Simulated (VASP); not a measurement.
Given:

```xyz
2
Lattice="1.8000 -3.1176 0.0000 1.8000 3.1176 0.0000 0.0000 0.0000 5.6709" Properties=species:S:1:pos:R:3 pbc="T T T"
Gd     1.8000     1.0392     1.4177
Gd     1.8000    -1.0392     4.2532
```

Calculation: optB88-vdW, VASP's PBE PAW potentials (set 64) (plane waves; VASP). Numerical set-up: 520 eV cut-off, Gaussian smearing of 0.050 eV, potentials Gd_3.

The 4f electrons are frozen in the core of the lanthanide potential, so 4f levels, which can set the real gap, and their magnetism are missing.

Q: Give the energies of bands 7 to 12 at the high-symmetry points, in eV from the Fermi level.

A: 
```
band      Γ      M      K      A      L      H
----  -----  -----  -----  -----  -----  -----
7     -4.75  -1.75  -1.06  -3.16  -1.91  -0.61
8     -2.14  -1.53  -0.55  -3.16  -1.91  -0.61
9      1.65  -1.07  -0.55   0.91  -0.08  -0.35
10     1.65   0.41  -0.25   0.91  -0.08  -0.35
11     1.71   1.35   1.12   1.56   2.03   0.72
12     1.96   1.60   1.12   1.56   2.03   0.72
```

It has no gap at this level: it comes out as a metal or semimetal.

The compound is Gd in the hcp structure. It was relaxed first.
